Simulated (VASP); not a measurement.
An input for Quantum ESPRESSO's pw.x (written as the equivalent of a VASP run, and not itself run):

```
&CONTROL
  calculation = 'vc-relax'
  pseudo_dir = './pseudo'
  outdir = './out'
  tprnfor = .true.
  tstress = .true.
  nstep = 60
  forc_conv_thr = 0.00078
/
&SYSTEM
  ibrav = 0
  nat = 6
  ntyp = 2
  ecutwfc = 84
  occupations = 'smearing'
  smearing = 'methfessel-paxton'
  degauss = 0.00735
  input_dft = 'pz'
/
&ELECTRONS
  conv_thr = 7.3e-08
  electron_maxstep = 100
/
&IONS
/
&CELL
/
ATOMIC_SPECIES
  Ti 47.867 Ti.upf
  Si 28.085 Si.upf
CELL_PARAMETERS angstrom
     1.7398529   -6.6268911   -0.0000000
     1.7398529    6.6268911    0.0000000
     0.0000000   -0.0000000    3.5362556
ATOMIC_POSITIONS crystal
  Ti   0.8975460  0.1024540  0.7500000
  Ti   0.1024540  0.8975460  0.2500000
  Si   0.5600719  0.4399281  0.7500000
  Si   0.4399281  0.5600719  0.2500000
  Si   0.2493126  0.7506874  0.7500000
  Si   0.7506874  0.2493126  0.2500000
K_POINTS automatic
  8 8 8 0 0 0
```

Task: Write the VASP files for the same calculation (LDA).

Result: Several could match; the one computed here: 
File KPOINTS:
```
Automatic mesh
0
Gamma
8 8 8
0 0 0
```

POSCAR:
```
TiSi2
1
    1.7398528849    -6.6268910967    -0.0000000000
    1.7398528849     6.6268910967     0.0000000000
    0.0000000000    -0.0000000000     3.5362555987
Ti Si
2 4
Direct
  0.8975460006   0.1024539994   0.7500000000
  0.1024539994   0.8975460006   0.2500000000
  0.5600718775   0.4399281225   0.7500000000
  0.4399281225   0.5600718775   0.2500000000
  0.2493125614   0.7506874386   0.7500000000
  0.7506874386   0.2493125614   0.2500000000
```

### INCAR
```
ALGO=Normal
EDIFF=1E-6
EDIFFG=-0.02
ENCUT=400
IBRION=2
ISIF=3
ISMEAR=1
LASPH=T
LCHARG=F
LMAXMIX=4
LREAL=F
LWAVE=F
NELM=100
NSW=60
PREC=Accurate
SIGMA=0.1
SYSTEM=TiSi2
```

POTCAR, in this order: Ti_sv Si (LDA.64 set). Program: vasp_std.

What does not carry over: the potentials are each code's own (VASP's PAW set, PseudoDojo norm-conserving files in pw.x), so ENCUT and ecutwfc are chosen apart and not converted; conv_thr bounds pw.x's estimated SCF error, while EDIFF bounds the energy change between steps; forc_conv_thr acts on force components and is met together with etot_conv_thr.

The structure comes from a computed database's TiSi2 entry (Cmcm); how it stands against other phases isn't given here. This run relaxes it. Symmetry was kept, so distortions that lower it aren't found. The start is the result of an earlier pass.
